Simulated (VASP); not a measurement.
Here is the system:

```yaml
crystal:
  lattice:
    - [4.89538, 2.44363, 2.44363]
    - [2.44363, 4.89538, 2.44363]
    - [2.44363, 2.44363, 4.89538]
  atoms:
    - { symbol: Mn, position: [0.00000, 0.00000, 0.00000], spin: 3.7 }
    - { symbol: Mn, position: [0.50000, 0.50000, 0.50000], spin: -3.7 }
    - { symbol: S, position: [0.25000, 0.25000, 0.25000] }
    - { symbol: S, position: [0.75000, 0.75000, 0.75000] }
```

Level of theory: LDA (Ceperley-Alder, Perdew-Zunger), VASP's LDA PAW potentials (set 64) (plane waves; VASP). Settings: 400 eV cut-off, 12×12×12 Γ-centred mesh, tetrahedra with Blöchl corrections, potentials Mn_pv S.

The cores are frozen, which limits the accuracy of field gradients.

Question: Give the principal components of the electric field gradient (V/Å²) and the asymmetry η at each nucleus.

Answer: 
```json
[
 {"atom": "Mn1", "Vxx": "6.3", "Vyy": "6.3", "Vzz": "-12.7", "η": "0.00"},
 {"atom": "Mn2", "Vxx": "6.3", "Vyy": "6.3", "Vzz": "-12.7", "η": "0.00"},
 {"atom": "S3", "Vxx": "0.7", "Vyy": "0.7", "Vzz": "-1.5", "η": "0.00"},
 {"atom": "S4", "Vxx": "0.7", "Vyy": "0.7", "Vzz": "-1.5", "η": "0.00"}
]
```

The compound is MnS in the rock salt, AFM-II order structure. It was relaxed first, which changed the volume by -17 %.
